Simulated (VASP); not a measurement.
Computed with PBEsol GGA, VASP's PBE PAW potentials (set 64) (plane waves; VASP 6.6.1).

The input files of a VASP run:

**POSCAR**
```
MoS2 bilayer
1
    3.1416522727    -0.0000000000     0.0000000000
   -1.5708261363     2.7207504439    -0.0000000000
    0.0000000000    -0.0000000000    25.8857944129
Mo S
2 4
Direct
  0.6666670000   0.3333330000   0.3784896154
  0.3333330000   0.6666670000   0.6215103846
  0.3333330000   0.6666670000   0.4387158033
  0.3333330000   0.6666670000   0.3183322810
  0.6666670000   0.3333330000   0.6816677190
  0.6666670000   0.3333330000   0.5612841967
```

File KPOINTS:
```
Automatic mesh
0
Gamma
12 12 1
0 0 0
```

INCAR:
```
SYSTEM = MoS2 bilayer
PREC = Normal
ENCUT = 400
EDIFF = 1E-6
NELM = 100
ALGO = Normal
LREAL = .FALSE.
LASPH = .TRUE.
ISMEAR = 0
SIGMA = 0.05
GGA = PS
LMAXMIX = 4
LWAVE = .FALSE.
LCHARG = .FALSE.
NELMIN = 4
LVHAR = .TRUE.
LORBIT = 11
```

POTCAR, in this order: Mo_sv S (PBE.64 set). Program: vasp_std. Read from the step before: WAVECAR.

The run wrote:

**OSZICAR**
```
       N       E                     dE             d eps       ncg     rms          rms(c)
DAV:   1    -0.468740886478E+02   -0.46874E+02   -0.21788E-04  1512   0.842E-02    0.173E-02
DAV:   2    -0.468740758788E+02    0.12769E-04   -0.90283E-05  1655   0.615E-02    0.979E-03
DAV:   3    -0.468740751540E+02    0.72487E-06   -0.62788E-06  1286   0.155E-02    0.559E-03
DAV:   4    -0.468740750534E+02    0.10058E-06   -0.13439E-06   905   0.567E-03
   1 F= -.46874075E+02 E0= -.46874075E+02  d E =-.401315E-20
```

File OUTCAR:
```
------------------------ aborting loop because EDIFF is reached ----------------------------------------
  FORCE on cell =-STRESS in cart. coord.  units (eV):
  Direction    XX          YY          ZZ          XY          YZ          ZX
  --------------------------------------------------------------------------------------
  Total       -0.1956590     -0.1956590     -0.1421033     -0.0000000      0.0000000     -0.0000000
  in kB       -1.4167793     -1.4167790     -1.0289785     -0.0000000      0.0000000     -0.0000000
  external PRESSURE =      -1.2875123 kB  Pullay stress =       0.0000000 kB
  volume of cell :      221.26
      direct lattice vectors                 reciprocal lattice vectors
     3.141652273  0.000000000  0.000000000     0.318303846  0.183772827  0.000000000
    -1.570826136  2.720750444  0.000000000     0.000000000  0.367545654  0.000000000
     0.000000000  0.000000000 25.885794413     0.000000000  0.000000000  0.038631227
 POSITION                                       TOTAL-FORCE (eV/Angst)
 -----------------------------------------------------------------------------------
      1.57083      0.90692      9.79750        -0.000000      0.000000      0.003853
     -0.00000      1.81383     16.08829         0.000000      0.000000     -0.003853
     -0.00000      1.81383     11.35651        -0.000000      0.000000      0.008024
     -0.00000      1.81383      8.24028         0.000000     -0.000000     -0.014139
      1.57083      0.90692     17.64551        -0.000000      0.000000      0.014139
      1.57083      0.90692     14.52929        -0.000000      0.000000     -0.008024
 -----------------------------------------------------------------------------------
    total drift:                                0.000000     -0.000000      0.000000
  FREE ENERGIE OF THE ION-ELECTRON SYSTEM (eV)
  ---------------------------------------------------
  free  energy   TOTEN  =       -46.8740750534 eV

  energy  without entropy=      -46.8740750534  energy(sigma->0) =      -46.87407505

 total charge

# of ion       s       p       d       tot
------------------------------------------
    1        2.300   6.232   3.992  12.525
    2        2.300   6.232   3.992  12.525
    3        1.358   2.325   0.000   3.683
    4        1.357   2.329   0.000   3.686
    5        1.357   2.329   0.000   3.686
    6        1.358   2.325   0.000   3.683
--------------------------------------------------
tot         10.031  21.772   7.985  39.787
```
(Selected blocks of OUTCAR.)

The cell is a sheet with vacuum, built from MoS2 (2H layered).
